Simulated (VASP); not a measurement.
Consider the following.

```
CELL_PARAMETERS angstrom
      0.00000     2.69603     2.69603
      2.69603     0.00000     2.69603
      2.69603     2.69603     0.00000
ATOMIC_POSITIONS crystal
  Cd 0.00000 0.00000 0.00000
  F  0.25000 0.25000 0.25000
  F  0.75000 0.75000 0.75000
```

The numbers are results of PBEsol GGA, VASP's PBE PAW potentials (set 64) (plane waves; VASP 6.6.1), not measurements. Run with 620 eV cut-off, 7×7×7 Γ-centred mesh, Gaussian smearing of 0.050 eV, potentials Cd F.

Energy and stress use the plane-wave basis of the starting cell.

**Question.** The ions, cell shape and volume at an external pressure of 5.0 GPa are relaxed. Which structure does the run end with?

**Answer.** 
```
CELL_PARAMETERS angstrom
      0.00000     2.65975     2.65975
      2.65975     0.00000     2.65975
      2.65975     2.65975     0.00000
ATOMIC_POSITIONS crystal
  Cd 0.00000 0.00000 0.00000
  F  0.25000 0.25000 0.25000
  F  0.75000 0.75000 0.75000
```
Space group Fm-3m (225), at a tolerance of 0.03 Å.

**Question.** How do energy and volume change from the first to the last step?

**Answer.** The energy (σ→0) changes by +7.9 meV/atom and the volume by -4.0 %, in 3 ionic steps.

```
step  E(σ→0) (eV)  max force (eV/Å)  pressure (GPa)  volume (Å³)
----  -----------  ----------------  --------------  -----------
1        -11.5979             0.000            0.09        39.19
2        -11.5482             0.000            7.51        36.97
3        -11.5741             0.000            5.01        37.63
```

The compound is CdF2 in the fluorite structure. This run relaxes it under an external pressure of 5 GPa. Symmetry was kept, so distortions that lower it aren't found.
